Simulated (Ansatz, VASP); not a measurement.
**SbP3: VASP beside Ansatz**

```
Sb P
1.0
     4.26825    0.00000    0.00000
     0.00000    4.26825    0.00000
     0.00000    0.00000    4.26825
Sb P
1 3
Direct
  0.00000 0.00000 0.00000
  0.00000 0.50000 0.50000
  0.50000 0.00000 0.50000
  0.50000 0.50000 0.00000
```

Alike in both runs: task single point; functional PBE; k mesh 4 × 4 × 4; occupations gaussian, width 0.1 eV; no spin polarisation.

|  | VASP | Ansatz |
| --- | --- | --- |
| version | VASP 6.6.1 | Ansatz 0.2.0 |
| potentials or method | VASP PAW PBE potentials, release 64 (Sb, P) | scalar-relativistic, plane waves, PAW |
| plane-wave cutoff (eV) | 520 | 420 |
| valence electrons in the cell | 20 | 30 |

Ansatz gave:

* gap on the k mesh at the Fermi level (eV): none
* pressure (GPa): -3.9

Task: What did VASP give for the same quantities?

Result: gap on the k mesh at the Fermi level (eV): none; pressure (GPa): -4.1.

A gap of «none» marks a metal or a gap that the smearing closes. With one functional, cell and mesh, what is left measures potentials, basis and numerics. The two sets of potentials don't hold the same shells in valence.

Caveats: the k mesh is coarse (spacing up to 0.37 Å⁻¹), so the values aren't converged. Spin-orbit coupling is left out, which matters for the levels of Sb.
